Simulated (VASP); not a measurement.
## AgRh: equation of state with PBEsol

The system is AgRh.

```xyz
2
Lattice="2.7776 0.0000 0.0000 -1.3888 2.4055 0.0000 0.0000 0.0000 4.8086" Properties=species:S:1:pos:R:3 pbc="T T T"
Ag    0.0000    0.0000    2.4043
Rh    1.3888    0.8018    0.0000
```

The cell comes from a database or a generator and needn't be the stable form of this composition.

| Item | Value |
| --- | --- |
| Program | VASP 6.6.1 |
| Task | equation of state |
| Functional | PBEsol |
| Potentials or basis | VASP PAW PBE potentials, release 64 (Ag, Rh_pv) |
| Cutoff | 520 eV |
| k mesh | 11 × 11 × 6 |
| Occupations | fermi-dirac, width 0.05 eV |
| Spin | no spin polarisation |
| Ladder | free |
| Further INCAR settings | ALGO = Normal; EDIFF = 1e-07; NBANDS = 20 |

```
Equilibrium volume                        : 15.02 Å³/atom (rough: see the caveat)
Bulk modulus at fixed shape and positions : 190 GPa (rough)
```

Energy against volume, from the lowest point:
```tsv
volume (Å³/atom)	energy (meV/atom)
15.100	0.00
15.421	5.72
15.743	18.30
16.064	36.90
16.385	60.71
16.707	89.04
17.028	121.29
```

All runs of the series together: 2.1 min on 1 thread of Intel(R) Xeon(R) Platinum 8488C (Sapphire Rapids) (shared host).

Caveat: the minimum lies outside the volumes run; the cell was scaled at fixed shape and fractional positions, which overstates the stiffness of a crystal with free parameters, most of all of layers and chains; the PAW data sets were made with another functional, which shifts forces and pressure a little.
